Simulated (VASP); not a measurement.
Output of a VASP run:

### OSZICAR
```
...
       N       E                     dE             d eps       ncg     rms          rms(c)
DAV:   1    -0.419566979362E+03   -0.41158E-03   -0.81487E-01   728   0.232E+00    0.176E-01
RMM:   2    -0.419568201263E+03   -0.12219E-02   -0.15018E-02   720   0.269E-01    0.737E-02
RMM:   3    -0.419568352265E+03   -0.15100E-03   -0.25764E-03   789   0.102E-01    0.542E-02
RMM:   4    -0.419568296765E+03    0.55500E-04   -0.34319E-04   724   0.422E-02    0.240E-02
RMM:   5    -0.419568299589E+03   -0.28240E-05   -0.10374E-04   744   0.220E-02    0.115E-02
RMM:   6    -0.419568299295E+03    0.29444E-06   -0.20549E-05   454   0.956E-03
  16 F= -.41956830E+03 E0= -.41956830E+03  d E =-.173554E-02  mag=     3.0000
       N       E                     dE             d eps       ncg     rms          rms(c)
DAV:   1    -0.419568315803E+03   -0.16214E-04   -0.10681E-02   832   0.266E-01    0.202E-02
RMM:   2    -0.419568329403E+03   -0.13600E-04   -0.18627E-04   720   0.298E-02    0.792E-03
RMM:   3    -0.419568330583E+03   -0.11793E-05   -0.27742E-05   504   0.111E-02    0.548E-03
RMM:   4    -0.419568329920E+03    0.66272E-06   -0.43925E-06   425   0.470E-03
  17 F= -.41956833E+03 E0= -.41956833E+03  d E =-.176616E-02  mag=     3.0000
       N       E                     dE             d eps       ncg     rms          rms(c)
DAV:   1    -0.419568700970E+03   -0.37039E-03   -0.33502E-01   736   0.148E+00    0.102E-01
RMM:   2    -0.419569170201E+03   -0.46923E-03   -0.57479E-03   720   0.168E-01    0.444E-02
RMM:   3    -0.419569242088E+03   -0.71887E-04   -0.10549E-03   804   0.644E-02    0.346E-02
RMM:   4    -0.419569218027E+03    0.24060E-04   -0.13077E-04   726   0.264E-02    0.135E-02
RMM:   5    -0.419569218158E+03   -0.13075E-06   -0.36572E-05   526   0.137E-02
  18 F= -.41956922E+03 E0= -.41956922E+03  d E =-.888238E-03  mag=     3.0000
       N       E                     dE             d eps       ncg     rms          rms(c)
DAV:   1    -0.419569218180E+03   -0.15298E-06   -0.82004E-04   864   0.735E-02    0.785E-03
RMM:   2    -0.419569220296E+03   -0.21154E-05   -0.25139E-05   470   0.112E-02    0.398E-03
RMM:   3    -0.419569220637E+03   -0.34122E-06   -0.38386E-06   392   0.444E-03    0.297E-03
RMM:   4    -0.419569220635E+03    0.25102E-08   -0.74254E-07   250   0.202E-03
  19 F= -.41956922E+03 E0= -.41956922E+03  d E =-.890715E-03  mag=     3.0000
       N       E                     dE             d eps       ncg     rms          rms(c)
DAV:   1    -0.419569294067E+03   -0.73430E-04   -0.30711E-01   736   0.143E+00    0.983E-02
RMM:   2    -0.419569722204E+03   -0.42814E-03   -0.52526E-03   720   0.161E-01    0.420E-02
RMM:   3    -0.419569782900E+03   -0.60696E-04   -0.94157E-04   797   0.613E-02    0.323E-02
RMM:   4    -0.419569761113E+03    0.21788E-04   -0.12022E-04   723   0.254E-02    0.115E-02
RMM:   5    -0.419569761629E+03   -0.51604E-06   -0.32569E-05   489   0.127E-02
  20 F= -.41956976E+03 E0= -.41956976E+03  d E =-.540994E-03  mag=     3.0000
       N       E                     dE             d eps       ncg     rms          rms(c)
DAV:   1    -0.419569766630E+03   -0.55170E-05   -0.44950E-03   856   0.173E-01    0.114E-02
RMM:   2    -0.419569771812E+03   -0.51829E-05   -0.68005E-05   593   0.181E-02    0.484E-03
RMM:   3    -0.419569772173E+03   -0.36014E-06   -0.92312E-06   414   0.673E-03    0.331E-03
RMM:   4    -0.419569771962E+03    0.21034E-06   -0.15230E-06   305   0.279E-03
  21 F= -.41956977E+03 E0= -.41956977E+03  d E =-.551328E-03  mag=     3.0000
```

### OUTCAR
```
------------------------ aborting loop because EDIFF is reached ----------------------------------------
  FORCE on cell =-STRESS in cart. coord.  units (eV):
  Direction    XX          YY          ZZ          XY          YZ          ZX
  --------------------------------------------------------------------------------------
  Total        1.0460678     -4.4479019     -4.0260028     -5.0793656     -1.3294375      2.3396323
  in kB        1.9337970     -8.2225447     -7.4426075     -9.3898902     -2.4576440      4.3251249
  external PRESSURE =      -4.5771184 kB  Pullay stress =       0.0000000 kB
  volume of cell :      866.68
      direct lattice vectors                 reciprocal lattice vectors
     4.868317893 -8.432173817  0.000000000     0.102704879 -0.059296690  0.000000000
     4.868317893  8.432173817  0.000000000     0.102704879  0.059296690  0.000000000
     0.000000000  0.000000000 10.556283981     0.000000000  0.000000000  0.094730305
  FREE ENERGIE OF THE ION-ELECTRON SYSTEM (eV)
  ---------------------------------------------------
  free  energy   TOTEN  =      -419.5697719623 eV

  energy  without entropy=     -419.5697719623  energy(sigma->0) =     -419.56977196

 total charge

# of ion       s       p       d       tot
------------------------------------------
    1        0.996   1.342   0.356   2.694
    2        0.996   1.344   0.358   2.698
    3        0.998   1.350   0.359   2.706
    4        1.024   1.125   0.250   2.399
    5        1.066   1.141   0.236   2.442
    6        0.996   1.343   0.357   2.697
    7        0.994   1.308   0.344   2.646
    8        1.024   1.124   0.249   2.398
    9        0.996   1.342   0.356   2.694
   10        0.996   1.344   0.356   2.697
   11        0.998   1.350   0.359   2.707
   12        0.997   1.286   0.329   2.612
   13        0.997   1.345   0.357   2.698
   14        0.995   1.333   0.352   2.681
   15        0.998   1.345   0.356   2.700
   16        0.991   1.298   0.338   2.627
   17        0.993   1.318   0.346   2.657
   18        1.001   1.361   0.364   2.725
   19        0.998   1.337   0.353   2.687
   20        0.993   1.319   0.346   2.658
   21        0.995   1.334   0.352   2.681
   22        0.998   1.337   0.353   2.687
   23        0.991   1.298   0.338   2.628
   24        0.996   1.350   0.360   2.706
   25        0.997   1.350   0.360   2.707
   26        0.998   1.352   0.359   2.709
   27        0.996   1.344   0.357   2.698
   28        0.996   1.350   0.360   2.706
   29        0.996   1.337   0.354   2.687
   30        0.998   1.351   0.359   2.708
   31        1.001   1.340   0.353   2.694
   32        0.997   1.346   0.358   2.702
   33        0.996   1.337   0.354   2.687
   34        0.997   1.346   0.358   2.701
   35        1.001   1.339   0.353   2.694
   36        1.248   2.400   0.000   3.648
   37        1.247   2.435   0.000   3.682
   38        1.240   2.447   0.000   3.687
   39        1.249   2.435   0.000   3.684
   40        1.247   2.434   0.000   3.682
   41        1.240   2.443   0.000   3.683
   42        1.249   2.435   0.000   3.684
   43        1.248   2.399   0.000   3.648
   44        1.240   2.444   0.000   3.684
   45        1.240   2.446   0.000   3.687
   46        1.240   2.447   0.000   3.688
   47        1.243   2.431   0.000   3.674
   48        1.241   2.440   0.000   3.681
...
```
(Selected blocks of OUTCAR.)

**POSCAR**
```
Ga35N35Si
1
    4.8683178927    -8.4321738171     0.0000000000
    4.8683178927     8.4321738171     0.0000000000
    0.0000000000     0.0000000000    10.5562839806
Ga N Si
35 35 1
Direct
  0.2222220000   0.1111110000   0.2500000000
  0.1111110000   0.2222220000   0.0000000000
  0.2222220000   0.1111110000   0.7500000000
  0.1054710000   0.2218020000   0.4987880000
  0.2254920000   0.4447890000   0.2519380000
  0.1111110000   0.5555560000   0.0000000000
  0.2222220000   0.4444440000   0.7500000000
  0.1071840000   0.5575580000   0.4995390000
  0.2222220000   0.7777780000   0.2500000000
  0.1111110000   0.8888890000   0.0000000000
  0.2222220000   0.7777780000   0.7500000000
  0.1111110000   0.8888890000   0.5000000000
  0.5555560000   0.1111110000   0.2500000000
  0.4444440000   0.2222220000   0.0000000000
  0.5555560000   0.1111110000   0.7500000000
  0.4444440000   0.2222220000   0.5000000000
  0.5555560000   0.4444440000   0.2500000000
  0.4444440000   0.5555560000   0.0000000000
  0.5555560000   0.4444440000   0.7500000000
  0.5555560000   0.7777780000   0.2500000000
  0.4444440000   0.8888890000   0.0000000000
  0.5555560000   0.7777780000   0.7500000000
  0.4444440000   0.8888890000   0.5000000000
  0.8888890000   0.1111110000   0.2500000000
  0.7777780000   0.2222220000   0.0000000000
  0.8888890000   0.1111110000   0.7500000000
  0.7777780000   0.2222220000   0.5000000000
  0.8888890000   0.4444440000   0.2500000000
  0.7777780000   0.5555560000   0.0000000000
  0.8888890000   0.4444440000   0.7500000000
  0.7777780000   0.5555560000   0.5000000000
  0.8888890000   0.7777780000   0.2500000000
  0.7777780000   0.8888890000   0.0000000000
  0.8888890000   0.7777780000   0.7500000000
  0.7777780000   0.8888890000   0.5000000000
  0.2234560000   0.1101520000   0.4388780000
  0.1063490000   0.2211590000   0.1869800000
  0.2222220000   0.1111110000   0.9385000000
  0.1082430000   0.2169420000   0.6882580000
  0.1176740000   0.5570920000   0.1908750000
  0.2222220000   0.4444440000   0.9385000000
  0.1123260000   0.5513610000   0.6867270000
  0.2214350000   0.7725550000   0.4356930000
  0.1111110000   0.8888890000   0.1885000000
  0.2222220000   0.7777780000   0.9385000000
  0.1111110000   0.8888890000   0.6885000000
  0.5555560000   0.1111110000   0.4385000000
  0.4444440000   0.2222220000   0.1885000000
  0.5555560000   0.1111110000   0.9385000000
  0.4444440000   0.2222220000   0.6885000000
  0.5620390000   0.4477540000   0.4374670000
  0.4381320000   0.5531470000   0.1864720000
  0.5555560000   0.4444440000   0.9385000000
  0.4460470000   0.5589760000   0.6862610000
  0.5564260000   0.7750830000   0.4370250000
  0.4444440000   0.8888890000   0.1885000000
  0.5555560000   0.7777780000   0.9385000000
  0.4444440000   0.8888890000   0.6885000000
  0.8888890000   0.1111110000   0.4385000000
  0.7777780000   0.2222220000   0.1885000000
  0.8888890000   0.1111110000   0.9385000000
  0.7777780000   0.2222220000   0.6885000000
  0.8888890000   0.4444440000   0.4385000000
  0.7777780000   0.5555560000   0.1885000000
  0.8888890000   0.4444440000   0.9385000000
  0.7777780000   0.5555560000   0.6885000000
  0.8888890000   0.7777780000   0.4385000000
  0.7777780000   0.8888890000   0.1885000000
  0.8888890000   0.7777780000   0.9385000000
  0.7777780000   0.8888890000   0.6885000000
  0.4377930000   0.5519060000   0.5034090000
```

### Question
Write an INCAR and KPOINTS that could have produced this output.

### Answer
This is not unique; one that fits is the input of the run itself, PBE GGA, plane waves, VASP's PBE PAW potentials (set 64).

INCAR:
```
SYSTEM  =  Ga35N35Si
PREC  =  Normal; ENCUT  =  400; LREAL  =  Auto
LASPH  =  .TRUE.; ISYM  =  0; NELECT  =  285.0
EDIFF  =  1E-5; NELM  =  100; NELMIN  =  4
ALGO  =  Fast; LMAXMIX  =  4
ISMEAR  =  0; SIGMA  =  0.05
GGA  =  PE
ISPIN  =  2; MAGMOM  =  71*0.0423; NUPDOWN  =  3
IBRION  =  2; NSW  =  70; ISIF  =  2
EDIFFG  =  -0.03
LWAVE  =  .TRUE.; LCHARG  =  .FALSE.; LORBIT  =  10
```

KPOINTS:
```
Automatic mesh
0
Gamma
1 1 1
0 0 0
```

POTCAR, in this order: Ga N Si (PBE.64 set). Program: vasp_gam.

At this cut-off the stress carries a Pulay error, which pulls relaxed volumes low. The cell is charged, with a uniform compensating background. The supercell is sampled at Γ alone, which is coarse: total energies, pressure and levels can be off, energies of defects by several tenths of an eV.

The cell is a supercell with a defect, built from GaN (wurtzite): Si_Ga-vac_N, charge -1.
